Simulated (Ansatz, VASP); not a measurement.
# PbS2: VASP beside Ansatz

Aim: how closely do two programs agree when they are given the same cell, functional and k mesh? The cell is generated by rule, not measured, and may not be a known phase. The cell is taken from a series of runs on this material, whose earlier steps may have relaxed, scaled, displaced or heated it; both programs get it as it stands.

Calculated with Ansatz 0.2.0; plane waves, with VASP 6.6.1 beside it; relaxation of cell and atoms at PBEsol.

## 1. Set-up

The structure is cubic, space group Fm-3m (No. 225). The conventional cell has a = 6.658 Å, b = 6.658 Å, c = 6.658 Å, α = 90.00°, β = 90.00°, γ = 90.00°. Nearest to Pb lie 8 S at 2.88 Å. Nearest to S lie 4 Pb at 2.88 Å. Farther neighbours and most contacts between anions are not listed.

As a file:

```cif
data_structure
_symmetry_space_group_name_H-M 'Fm-3m'
_symmetry_Int_Tables_number 225
_cell_length_a 6.6580
_cell_length_b 6.6580
_cell_length_c 6.6580
_cell_angle_alpha 90.000
_cell_angle_beta 90.000
_cell_angle_gamma 90.000
_cell_volume 295.15
loop_
_atom_site_label
_atom_site_type_symbol
_atom_site_symmetry_multiplicity
_atom_site_Wyckoff_symbol
_atom_site_fract_x
_atom_site_fract_y
_atom_site_fract_z
_atom_site_occupancy
Pb1 Pb 4 a 0.00000 0.00000 0.00000 1
S1 S 8 c 0.25000 0.75000 0.75000 1
```

## 2. VASP: relaxation of cell and atoms, PBEsol, pair 1

The relaxed volume is the usual yardstick between codes: in a stiff, nearly cubic crystal its relative difference is about their pressure difference at one cell divided by the bulk modulus.

Lines of VASP's logs that name or quote its potential files are left out, and so is its time.

INCAR

```
SYSTEM = PbS2
PREC = Accurate
ENCUT = 500
EDIFF = 1E-07
NELM = 120
ISMEAR = 0
SIGMA = 0.1
LREAL = .FALSE.
ALGO = Normal
GGA = PS
NBANDS = 19
LORBIT = 11
LWAVE = .FALSE.
LCHARG = .FALSE.
ISIF = 3
IBRION = 2
NSW = 80
EDIFFG = -0.005
LASPH = .TRUE.
GGA_COMPAT = .FALSE.
NELMIN = 4
KPAR = 2
```

POSCAR

```
PbS2
1.0
    0.0000000000      3.3290220000      3.3290220000
    3.3290220000      0.0000000000      3.3290220000
    3.3290220000      3.3290220000      0.0000000000
Pb S
1 2
Direct
    0.0000000000      0.0000000000      0.0000000000
    0.2500000000      0.2500000000      0.2500000000
    0.7500000000      0.7500000000      0.7500000000
```

KPOINTS

```
Automatic mesh
0
Gamma
10 10 10
0 0 0
```

PAW data sets: Pb_d and S (PBE family, release 64).

Run with:

```bash
$ mpirun -np 2 vasp_std
```

Numbers of over 12 decimals in the logs are rounded to 6 here.

Output:

```text
[banner, memory and clock lines left out]
running    2 mpi-ranks, on    1 nodes
 distrk:  each k-point on    1 cores,    2 groups
 distr:  one band on    1 cores,    1 groups

 POSCAR found type information on POSCAR PbS
 POSCAR found :  2 types and       3 ions
|                                                                             |
|               ----> ADVICE to this user running VASP <----                  |
|                                                                             |
|     You enforced a specific xc type in the INCAR file but a different       |
|     [... a line on the potential file left out ...]
|     I HOPE YOU KNOW WHAT YOU ARE DOING!                                     |
|                                                                             |

 LDA part: xc-table for (Slater+PW92), standard interpolation
 POSCAR, INCAR and KPOINTS ok, starting setup
 FFT: planning ... GRIDC
 FFT: planning ... GRID_SOFT
 FFT: planning ... GRID
 WAVECAR not read
 entering main loop
       N       E                     dE             d eps       ncg     rms          rms(c)
DAV:   1     0.223812858826E+03    0.22381E+03   -0.11958E+04  1786   0.133E+03
DAV:   2     0.942218978540E+01   -0.21439E+03   -0.20756E+03  1881   0.340E+02
DAV:   3    -0.114717706864E+02   -0.20894E+02   -0.20465E+02  2371   0.111E+02
DAV:   4    -0.121793479596E+02   -0.70758E+00   -0.69513E+00  2151   0.212E+01
DAV:   5    -0.122047295741E+02   -0.25382E-01   -0.25359E-01  2462   0.417E+00    0.592E+00
DAV:   6    -0.119705564883E+02    0.23417E+00   -0.63602E-01  2707   0.872E+00    0.379E+00
DAV:   7    -0.119668281445E+02    0.37283E-02   -0.87255E-02  2082   0.184E+00    0.157E+00
DAV:   8    -0.119669795931E+02   -0.15145E-03   -0.84831E-03  2240   0.112E+00    0.106E-01
DAV:   9    -0.119671704561E+02   -0.19086E-03   -0.63011E-04  2340   0.284E-01    0.666E-02
DAV:  10    -0.119673037254E+02   -0.13327E-03   -0.17015E-04  1952   0.974E-02    0.245E-02
DAV:  11    -0.119673172592E+02   -0.13534E-04   -0.38770E-05  2124   0.773E-02    0.115E-02
DAV:  12    -0.119673207746E+02   -0.35154E-05   -0.65328E-06  1959   0.156E-02    0.445E-03
DAV:  13    -0.119673211173E+02   -0.34273E-06   -0.49277E-07  2311   0.552E-03    0.682E-04
DAV:  14    -0.119673211061E+02    0.11255E-07   -0.57540E-08  1530   0.155E-03
   1 F= -.11967321E+02 E0= -.11957450E+02  d E =-.119673E+02
 curvature:   0.00 expect dE= 0.000E+00 dE for cont linesearch  0.000E+00
 trial: gam= 0.00000 g(F)=  0.776E-48 g(S)=  0.728E-03 ort = 0.000E+00 (trialstep = 0.100E+01)
 search vector abs. value=  0.728E-03
 bond charge predicted
       N       E                     dE             d eps       ncg     rms          rms(c)
DAV:   1    -0.119744757857E+02   -0.71547E-02   -0.21521E-01  2354   0.706E+00    0.486E-01
DAV:   2    -0.119686999715E+02    0.57758E-02   -0.11965E-02  2348   0.188E+00    0.173E-01
DAV:   3    -0.119676055891E+02    0.10944E-02   -0.46016E-03  2390   0.103E+00    0.414E-02
DAV:   4    -0.119676213462E+02   -0.15757E-04   -0.12893E-04  1885   0.108E-01    0.212E-02
DAV:   5    -0.119676293058E+02   -0.79596E-05   -0.12163E-05  1920   0.371E-02    0.427E-03
DAV:   6    -0.119676294683E+02   -0.16258E-06   -0.12331E-06  2356   0.927E-03    0.200E-03
DAV:   7    -0.119676290297E+02    0.43869E-06   -0.80324E-08  1513   0.257E-03    0.509E-04
DAV:   8    -0.119676290409E+02   -0.11226E-07   -0.26404E-08  1284   0.131E-03
   2 F= -.11967629E+02 E0= -.11957938E+02  d E =-.307935E-03
 trial-energy change:   -0.000308  1 .order   -0.000301   -0.000728    0.000126
 step:   0.8585(harm=  0.8528)  dis= 0.00000  next Energy=   -11.967638 (dE=-0.317E-03)
 bond charge predicted
       N       E                     dE             d eps       ncg     rms          rms(c)
DAV:   1    -0.119677745480E+02   -0.14552E-03   -0.43254E-03  2354   0.101E+00    0.685E-02
DAV:   2    -0.119676611021E+02    0.11345E-03   -0.23908E-04  2345   0.264E-01    0.245E-02
DAV:   3    -0.119676388603E+02    0.22242E-04   -0.92525E-05  2384   0.145E-01    0.580E-03
DAV:   4    -0.119676381902E+02    0.67014E-06   -0.25838E-06  1876   0.154E-02    0.296E-03
DAV:   5    -0.119676372693E+02    0.92088E-06   -0.24277E-07  1890   0.529E-03    0.605E-04
DAV:   6    -0.119676372650E+02    0.42696E-08   -0.18419E-08   968   0.130E-03
   3 F= -.11967637E+02 E0= -.11957921E+02  d E =-.316159E-03
 curvature:  -0.43 expect dE=-0.566E-08 dE for cont linesearch -0.566E-08
 trial: gam=-0.00425 g(F)=  0.131E-46 g(S)=  0.133E-07 ort = 0.311E-05 (trialstep = 0.972E+00)
 search vector abs. value=  0.100E-09
 reached required accuracy - stopping structural energy minimisation
```

From OUTCAR (step 2):

```text
ion  position               nearest neighbor table
   1  0.000  0.000  0.000-   3 2.88   3 2.88   3 2.88   2 2.88   3 2.88   2 2.88   2 2.88   2 2.88

  LATTYP: Found a face centered cubic cell.
 ALAT       =     6.6580440000

 Subroutine GETGRP returns: Found 48 space group operations
 (whereof 48 operations were pure point group operations)

The static configuration has the point symmetry O_h .

 Found     47 irreducible k-points:

   k-points           NKPTS =     47   k-points in BZ     NKDIM =     47   number of bands    NBANDS=     19

   dimension x,y,z NGX =    36 NGY =   36 NGZ =   36
   dimension x,y,z NGXF=    72 NGYF=   72 NGZF=   72

   ENCUT  =  500.0 eV  36.75 Ry    6.06 a.u.   8.58  8.58  8.58*2*pi/ulx,y,z

   NELECT =      26.0000    total number of electrons

 k-points in reciprocal lattice and weights: Automatic mesh
   0.00000000  0.00000000  0.00000000       0.001
   0.10000000  0.00000000  0.00000000       0.008
   0.20000000  0.00000000  0.00000000       0.008
   0.30000000  0.00000000  0.00000000       0.008
   0.40000000  0.00000000  0.00000000       0.008
   0.50000000  0.00000000  0.00000000       0.004
   0.10000000  0.10000000  0.00000000       0.006
   0.20000000  0.10000000  0.00000000       0.024
   0.30000000  0.10000000  0.00000000       0.024
[...]
-0.30000000  0.40000000  0.20000000       0.024
  -0.30000000  0.50000000  0.20000000       0.012

 average (electrostatic) potential at core
       1 -91.8935       2 -86.6555       3 -86.6555

 E-fermi :   4.4377

 k-point     1 :       0.0000    0.0000    0.0000
  band No.  band energies     occupation
    ...
     10       2.1094      2.00000
     11       2.1094      2.00000
     12       3.3003      2.00000
     13       3.3003      2.00000
     14       3.3003      2.00000
     15       7.0825      0.00000
     16       7.0825      0.00000
     17       7.0825      0.00000
     18      11.3808      0.00000
     19      11.3808      0.00000

 k-point     2 :       0.1000    0.0000    0.0000
  band No.  band energies     occupation
    ...
     10       2.0514      2.00000
     11       2.0514      2.00000
     12       3.2600      2.00000
     13       3.2600      2.00000
     14       3.8101      2.00000
     15       7.2077      0.00000
     16       7.2368      0.00000
     17       7.2368      0.00000
     18      11.5779      0.00000
     19      11.5779      0.00000

 k-point     3 :       0.2000    0.0000    0.0000
  band No.  band energies     occupation
    ...
      9       1.8219      2.00000
     10       1.9170      2.00000
     11       1.9170      2.00000
     12       3.1425      2.00000
     13       3.1425      2.00000
     14       4.5014      0.36834
     15       7.6798      0.00000
     16       7.6798      0.00000
     17       7.7753      0.00000
     18      12.1203      0.00000
    ...

  Total       -0.0005248     -0.0005248     -0.0005248      0.0000000      0.0000000     -0.0000000
  in kB       -0.0114543     -0.0114543     -0.0114543      0.0000000      0.0000000     -0.0000000
  external PRESSURE =      -0.0114543 kB  Pullay stress =       0.0000000 kB

  energy-cutoff  :      500.00
  volume of cell :       73.41
      direct lattice vectors                 reciprocal lattice vectors
    -0.000000000  3.323375549  3.323375549    -0.150449443  0.150449443  0.150449443
     3.323375549  0.000000000  3.323375549     0.150449443 -0.150449443  0.150449443
     3.323375549  3.323375549  0.000000000     0.150449443  0.150449443 -0.150449443

 POSITION                                       TOTAL-FORCE (eV/Angst)
 -----------------------------------------------------------------------------------
      0.00000      0.00000      0.00000        -0.000000      0.000000      0.000000
      1.66169      1.66169      1.66169         0.000000      0.000000      0.000000
      4.98506      4.98506      4.98506        -0.000000     -0.000000     -0.000000
 -----------------------------------------------------------------------------------
    total drift:                               -0.000000      0.000000      0.000000

  FREE ENERGIE OF THE ION-ELECTRON SYSTEM (eV)
  ---------------------------------------------------
  free  energy   TOTEN  =       -11.9676372650 eV

  energy  without entropy=      -11.9482053476  energy(sigma->0) =      -11.95792131

 reached required accuracy - stopping structural energy minimisation

 total charge
# of ion       s       p       d       tot
------------------------------------------
    1        1.368   0.596   9.872  11.836
    2        1.381   2.207   0.000   3.588
    3        1.381   2.207   0.000   3.588
--------------------------------------------------
tot          4.130   5.009   9.872  19.011

[... 3 further parts left out ...]
```

CONTCAR:

```
PbS2
   1.00000000000000
    -0.0000000000000000    3.3233755490147230    3.3233755490147230
     3.3233755490147230    0.0000000000000000    3.3233755490147230
     3.3233755490147230    3.3233755490147230    0.0000000000000000
  Pb              S
     1     2
Direct
     0.0000000000000000    0.0000000000000000    0.0000000000000000
     0.2500000000000000    0.2500000000000000    0.2500000000000000
     0.7500000000000000    0.7500000000000000    0.7500000000000000
```

The run keeps the 48 symmetry operations of its start, so it cannot find a distortion of lower symmetry.

## 3. Ansatz: relaxation of cell and atoms, PBEsol, pair 1

Ansatz runs on its default PAW (the set named soft_2) files.

The same cell, functional, mesh and smearing now go to Ansatz, which takes its cutoff from its data sets.

input.yaml

```yaml
crystal:
  lattice:
    - [0.0, 3.3290217883, 3.3290217883]
    - [3.3290217883, 0.0, 3.3290217883]
    - [3.3290217883, 3.3290217883, 0.0]
  atoms:
    - { symbol: Pb, position: [0.0, 0.0, 0.0] }
    - { symbol: S, position: [0.25, 0.25, 0.25] }
    - { symbol: S, position: [0.75, 0.75, 0.75] }
kpoints:
  mp_grid: { grid: [10, 10, 10] }
hamiltonian:
  xc: pbesol
scf:
  occupations: { method: gaussian, width: 0.1 }
output:
  forces: true
  stress: true
  eigenvalues: true
relax:
  adjacent_minimum: "off"
  f_tol: 0.005
  max_steps: 80
  cell: { stress_tol: 0.05 }
```

Run with:

```bash
$ ansatz run input.yaml --threads 4 --pin off --max-ram 7168MiB --backend cpu --events-out ev --progress --plain --runs-dir out
```

Output:

```text
Engine: ansatz 0.2.0, aarch64-unknown-linux-gnu
Pseudopotentials: kind: paw
Pseudopotential: Pb, paw, valence charge 14, recommended cutoff 420 eV (normal), Pb.paw.azcp
Pseudopotential: S, paw, valence charge 6, recommended cutoff 420 eV (normal), S.paw.azcp
Functional definition: PBEsol
  exchange = pbesol_x
  correlation = pbesol_c
Crystal: 3 atoms, lattice volume = 73.787 Å³
Basis set: ecut = 420 eV, 1459 PW (Γ), exchange–correlation on 64×64×64 points (8 copies of the dense FFT grid, shifted against one another)
Bands: 17, of which v1, the nominal top of the filled ones, is band 13 counted from 1 (12 counted from 0)
Symmetry: 48 space group operations
Space group: Fm-3m (ITA 225), of the structure as read, at distance tolerance 4.2e-5 Å
k-points: 47 of 1000
Non-local potential: Pb, projectors of the file, l = 0: 2, l = 1: 2, l = 2: 2, l = 3: 2
Non-local potential: S, projectors of the file, l = 0: 2, l = 1: 2, l = 2: 2
PAW form: soft (Blöchl's): semilocal exchange-correlation on the pseudo side does not see the compensation charge
PAW frozen core: Pb, regenerated for the run's functional, and the local potential with it (the file was generated under x = pbe(κ = 0.804, μ = 0.219515), c = pbe(β = 0.066725))
PAW frozen core: S, regenerated for the run's functional, and the local potential with it (the file was generated under x = pbe(κ = 0.804, μ = 0.219515), c = pbe(β = 0.066725))
PAW one-centre angular grid: Pb, 590 points (default); XC on 64 Gauss nodes
PAW one-centre angular grid: S, 110 points (default); XC on 64 Gauss nodes
Initial density: superposition of atomic densities (neutral atoms: chi_scale 0, normalization atom), corrected by the library's trained network
Initial wavefunctions: pseudopotential atomic-orbital guess
Functional: x = pbesol(κ = 0.804, μ = 0.123457), c = pbesol(β = 0.046)
SCF iter   1: F=—  HF=-13523.971967 eV  |F-HF|=—  |Δ(HF+E_count)|=         —  Δρ=5.68e-3  dr2=3.38e-2  ethr=1.77e-3  ⟨swp⟩=7.2  Hψ=4525  notcnv=0
preconditioner: auto → LDOS  [metal: Δε(μ)=0.043 eV  Ē_g=12.989 eV  σ=0.100 eV  W_gap=0.24  n_scr=14 (ndim 8)  ℏωp=22.0 eV  f_vac=0.050  D(μ)=4.04/eV (n_scr^D=50)  β→1.0]
SCF iter   2: F=—  HF=-13523.962192 eV  |F-HF|=—  |Δ(HF+E_count)|=   9.77e-3  Δρ=1.94e-3  dr2=5.18e-3  ethr=1.30e-4  ⟨swp⟩=2.4  Hψ=1539  notcnv=0
SCF iter   3: F=—  HF=-13523.961034 eV  |F-HF|=—  |Δ(HF+E_count)|=   1.16e-3  Δρ=9.60e-4  dr2=4.02e-4  ethr=1.99e-5  ⟨swp⟩=2.0  Hψ=1363  notcnv=0
SCF iter   4: F=—  HF=-13523.960920 eV  |F-HF|=—  |Δ(HF+E_count)|=   1.14e-4  Δρ=1.19e-4  dr2=1.32e-5  ethr=1.55e-6  ⟨swp⟩=2.0  Hψ=1222  notcnv=0
SCF iter   5: F=—  HF=-13523.960888 eV  |F-HF|=—  |Δ(HF+E_count)|=   3.20e-5  Δρ=2.07e-5  dr2=2.06e-7  ethr=5.07e-8  ⟨swp⟩=2.0  Hψ=1411  notcnv=0
SCF iter   6: F=-13523.960889 eV  HF=-13523.960889 eV  |F-HF|=1.46e-9  |Δ(HF+E_count)|=   1.35e-7  Δρ=2.56e-6  dr2=5.82e-9  ethr=3.85e-10  ⟨swp⟩=7.1  Hψ=4082  notcnv=0
SCF 1 converged in 6 iterations: F = -13523.960889 eV  dr2 = 5.82e-9
  greatest PAW one-centre occupation: 0.981 electrons in one spin orbital (limit 2), on the Pb atom at site 0 (counted from 0), in its partial waves of l = 2
relax step   1: F+E_penalty+E_count = -13523.96088853 eV  Δ(F+E_penalty+E_count) = +0.000e0 eV  max|allowed force component| = 6.785e-17 eV/Å  Δτ_max = 0.0000 Å  P = -0.262 GPa  Ω = 73.787 Å³  (6 SCF iters, dr2 threshold 1.00e-7 eV, accepted)
[...]
relax step   2: F+E_penalty+E_count = -13523.96119334 eV  Δ(F+E_penalty+E_count) = -3.048e-4 eV  max|allowed force component| = 2.745e-16 eV/Å  Δτ_max = 0.0000 Å  P = +0.085 GPa  Ω = 73.302 Å³  energy of the carried Pulay correction = +3.296e-5 eV  (4 SCF iters, dr2 threshold 1.72e-7 eV, accepted)
[...]
relax step   3: F+E_penalty+E_count = -13523.96121629 eV  Δ(F+E_penalty+E_count) = -2.295e-5 eV  max|allowed force component| = 9.869e-17 eV/Å  Δτ_max = 0.0000 Å  P = -0.001 GPa  Ω = 73.420 Å³  energy of the carried Pulay correction = +2.491e-5 eV  (4 SCF iters, dr2 threshold 1.81e-8 eV, accepted)
[...]
relax step   4: F+E_penalty+E_count = -13523.96118917 eV  Δ(F+E_penalty+E_count) = +2.712e-5 eV  max|allowed force component| = 1.449e-16 eV/Å  Δτ_max = 0.0000 Å  P = -0.001 GPa  Ω = 73.420 Å³  stress off target by 8.81e-4 GPa  SCF on the basis re-selected at this cell (its energy is not comparable with the rows above)  (4 SCF iters)
basis re-selected at this cell: Δ(F+E_penalty+E_count) = +2.712e-5 eV, ΔP = -0.000 GPa vs the last step (what re-selecting the basis moved, of the pressure what is left beyond the Pulay correction that the steps carried, after the strain that the cell walked since its last selection, with what the two solves' SCF thresholds leave and, on support functions, any second-order correction that the steps lacked; it is no m [...]
SCF converged after 4 iterations
Free energy (F): -13523.961189 eV
Harris-Foulkes:  -13523.961189 eV  (|F-HF|=1.09e-11)
Internal energy: -13523.941823 eV  (E = F + TS)
E sigma→0 (E₀):  -13523.951506 eV
Entropy (-TS):   -0.019366 eV (-6.455 meV/atom)
Fermi energy:    6.631728 eV
--- Per-component energies (eV) ---
  E_band       = -70.400188
  E_kinetic    = 498.343221
  E_local      = -1455.516216  (includes V_loc(G=0)·N_el)
  E_nonlocal   = 411.190090
  E_hartree    = 563.066406
  E_xc         = -408.643035
  E_vxc        = -304.075036  (∫ρ·V_xc dr)
  E_paw        = -11424.783978  (= ΣΔE_a)
  E_vpaw       = -346.475222  (= ΣTr[D̂ρ^β])
  E_aug_tail   = 0.000048  (compensation charges beyond the density's cutoff)
  E_ewald      = -1707.784374
  E_core_change = 0.186015  (= ΣΔE_core)
  E_smearing   = -0.019366  (= −TS)
  E_closure    = -0.000000  (closes the sum)
  Σ components = -13523.961189   (vs F -13523.961189, Δ=0.00e0)
--- Forces (eV/Å), atoms counted from 1 ---
  atom   1  Pb     0.00000000     0.00000000    -0.00000000
  atom   2  S     -0.00000000     0.00000000    -0.00000000
  atom   3  S      0.00000000    -0.00000000     0.00000000
  max |Σ_I F_I| component: 9.25e-17 eV/Å
--- Stress (GPa, compression-positive) ---
       -0.000881      -0.000000      -0.000000
       -0.000000      -0.000881      -0.000000
       -0.000000       0.000000      -0.000881
  P = ⅓ Tr σ = -0.0009 GPa (-0.009 kbar)
--- Band table (eV; the first three rows and the last of 47) ---
  k-point 0: bands = [... 9 lower, 4.3042, 4.3042, 5.4940, 5.4940, 5.4940, 9.2682, 9.2682, 9.2682]
  k-point 1: bands = [... 9 lower, 4.2461, 4.2461, 5.4537, 5.4537, 6.0043, 9.3935, 9.4222, 9.4222]
  k-point 2: bands = [... 9 lower, 4.1118, 4.1118, 5.3363, 5.3363, 6.6965, 9.8642, 9.8642, 9.9610]
  k-point 46: bands = [... 9 lower, 3.6301, 4.8607, 6.2412, 6.9092, 7.0530, 11.2898, 11.6845, 12.3747]
--- Relaxed structure (3 steps of the walk, 3 accepted, 1 SCFs on fresh bases) ---
  F+E_penalty+E_count = -13523.96118917 eV   max|allowed force component| = 1.449e-16 eV/Å   (the final SCF, on the basis selected at the relaxed cell)
  cell:  # Å, volume = 73.4202 Å³
    - [0, 3.323497, 3.323497]
    - [3.323497, 0, 3.323497]
    - [3.323497, 3.323497, 0]
  atoms:
    - { symbol: Pb, position: [0, 0, 0] }
    - { symbol: S, position: [0.25, 0.25, 0.25] }
    - { symbol: S, position: [0.750000, 0.750000, 0.750000] }
```

## 4. Differences

Known differences besides the potentials themselves: the cutoff is 420 eV in Ansatz and 500 eV in VASP; Ansatz makes its cores anew for this functional, VASP keeps those of its PBE data sets; Ansatz adds a Pulay correction to the stress that steers its cell, VASP none. Total energies have different zeros and are not compared.

Both answers:

```
                                         quantity  Ansatz   VASP  difference
                                      volume (Å³)   73.42  73.41     +0.01 %
edge a after relaxation, in the typed setting (Å)   4.700  4.700     +0.00 %
```

[end of part 1 of 2]

[Lines on the potential files, build, host, timing and source positions are cut from VASP's logs without a mark.]

[Logs are printed without paths, hosts, clocks, repeated set-up lines and the standing remarks that a program may print on its own settings, such as how far it seeks lower states.]

[Hosts, paths, dates, database ids (printed as entryN), source tags and the programs' standing remarks are cut or masked in the printed files.]
